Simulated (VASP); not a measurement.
Data:

```xyz
3
Lattice="3.4484 0.0000 0.0000 -1.7242 2.9864 0.0000 0.0000 0.0000 7.1336" Properties=species:S:1:pos:R:3 pbc="T T T"
W      0.0000     0.0000     0.0000
Te     0.0000     1.9909     1.8435
Te     1.7242     0.9955     5.2901
```

These are LDA (Ceperley-Alder, Perdew-Zunger), VASP's LDA PAW potentials (set 64) (plane waves; VASP 6.6.1) values and carry that method's errors. Numerical set-up: 400 eV cut-off, Gaussian smearing of 0.050 eV, potentials W_sv Te.

Unless said otherwise, spin-orbit coupling is left out, though it shifts the bands of the heavy elements here.

Q: Predict the band gap (along the path) with the smallest direct gap where there is one.

A: 
```
Property                                                      Value
-------------------------  ----------------------------------------
band gap (along the path)  none (metal, semimetal or under 0.01 eV)
```

The absolute energy has meaning only against runs of the same code, potentials and settings.

The structure was generated: Te2W was put into the CdI2 type (P-3m1), which need not be its known phase. It was relaxed first, which changed the volume by -24 %.
